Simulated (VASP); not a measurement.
The system is CdSb2O4.

```
Cd Sb O
1.0
     6.91421    0.00000    0.00000
     0.00000   10.05711    0.00000
     0.00000    0.00000    3.42023
Cd Sb O
2 4 8
Direct
  0.50000 0.00000 0.00000
  0.00000 0.50000 0.00000
  0.09216 0.20243 0.50000
  0.90784 0.79757 0.50000
  0.59216 0.29757 0.50000
  0.40784 0.70243 0.50000
  0.68501 0.19742 0.00000
  0.31499 0.80258 0.00000
  0.61374 0.86513 0.50000
  0.38626 0.13487 0.50000
  0.18501 0.30258 0.00000
  0.81499 0.69742 0.00000
  0.88626 0.36513 0.50000
  0.11374 0.63487 0.50000
```

The cell was built by a generator and needn't be a form met in nature.

| Property | Result |
| --- | --- |
| Program | VASP 6.6.1 |
| Task | relaxation of cell and atoms |
| Functional | PBE |
| Potentials or basis | VASP PAW PBE potentials, release 64 (Cd, Sb, O) |
| Cutoff | 520 eV |
| k mesh | 6 × 4 × 8 |
| Occupations | gaussian, width 0.1 eV |
| Spin | no spin polarisation |

At the start: pressure 0.6 GPa; volume 16.99 Å³/atom.

Problem. How do energy, volume and symmetry change on relaxing?

Solution. Over 51 steps the energy falls by 2.0 meV/atom and the volume is 17.36 Å³/atom (+2.2 %); space group Pbam (No. 55, to 0.05 Å).

The path:
```tsv
step	energy change (eV)	largest force (eV/Å)	pressure (GPa)	volume (Å³)
1	0.0000	0.0034	0.60	237.83
3	-0.0056	0.1263	-0.20	239.75
5	-0.0091	0.0678	0.02	240.11
7	-0.0129	0.0541	0.04	240.53
9	-0.0142	0.0656	0.07	240.96
11	-0.0155	0.0671	-0.22	241.57
13	-0.0164	0.0538	-0.02	241.33
15	-0.0174	0.0470	0.14	241.18
17	-0.0184	0.0499	-0.12	241.71
19	-0.0188	0.0522	-0.17	241.81
21	-0.0209	0.0473	-0.12	241.72
23	-0.0226	0.0393	0.08	241.41
25	-0.0236	0.0483	0.02	241.66
27	-0.0245	0.0540	-0.08	242.09
29	-0.0250	0.0642	0.11	242.85
31	-0.0261	0.0235	-0.01	242.67
33	-0.0268	0.0262	-0.11	243.16
35	-0.0272	0.0320	0.12	242.70
37	-0.0275	0.0193	0.04	242.73
39	-0.0278	0.0171	-0.07	243.09
41	-0.0279	0.0177	0.01	243.02
43	-0.0279	0.0181	0.03	243.00
45	-0.0281	0.0178	0.01	243.05
47	-0.0281	0.0181	0.01	243.07
49	-0.0282	0.0140	-0.06	243.14
51	-0.0283	0.0048	0.00	242.98
```

Final structure:
```
Cd Sb O
1.0
     7.10347    0.00000    0.00000
     0.00000   10.06436    0.00000
     0.00000    0.00000    3.39866
Cd Sb O
2 4 8
Direct
  0.50000 0.00000 0.00000
  0.00000 0.50000 0.00000
  0.10708 0.20474 0.50000
  0.89292 0.79526 0.50000
  0.60708 0.29526 0.50000
  0.39292 0.70474 0.50000
  0.69294 0.19231 0.00000
  0.30706 0.80769 0.00000
  0.60467 0.86110 0.50000
  0.39533 0.13890 0.50000
  0.19294 0.30769 0.00000
  0.80706 0.69231 0.00000
  0.89533 0.36110 0.50000
  0.10467 0.63890 0.50000
```
